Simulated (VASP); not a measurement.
Crystal: CdTe.

```
CELL_PARAMETERS angstrom
0.00000 3.20500 3.20500
3.20500 0.00000 3.20500
3.20500 3.20500 0.00000
ATOMIC_POSITIONS crystal
Cd 0.00000 0.00000 0.00000
Te 0.25000 0.25000 0.25000
```

```yaml
Program: VASP 6.6.1
Task: relaxation of cell and atoms
Functional: PBE
Dispersion: D3(BJ)
Potentials_or_basis: VASP PAW PBE potentials, release 64 (Cd, Te)
Cutoff: 520 eV
k_mesh: 8 × 8 × 8
Occupations: gaussian, width 0.02 eV
Spin: no spin polarisation
```

At the start: pressure 2.4 GPa; volume 32.92 Å³/atom.

**Question.** Where does the relaxation end?

**Answer.** Over 3 steps the energy falls by 12.6 meV/atom and the volume is 34.70 Å³/atom (+5.4 %); space group F-43m (No. 216, to 0.05 Å).

The path:
| step | energy change (eV) | largest force (eV/Å) | pressure (GPa) | volume (Å³) |
| --- | --- | --- | --- | --- |
| 1 | 0.0000 | 0.0000 | 2.38 | 65.84 |
| 2 | -0.0225 | 0.0000 | -0.67 | 70.62 |
| 3 | -0.0251 | 0.0000 | 0.01 | 69.39 |

Final structure:
```yaml
crystal:
  lattice:
    - [0.00000, 3.26155, 3.26155]
    - [3.26155, 0.00000, 3.26155]
    - [3.26155, 3.26155, 0.00000]
  atoms:
    - { symbol: Cd, position: [0.00000, 0.00000, 0.00000] }
    - { symbol: Te, position: [0.25000, 0.25000, 0.25000] }
```
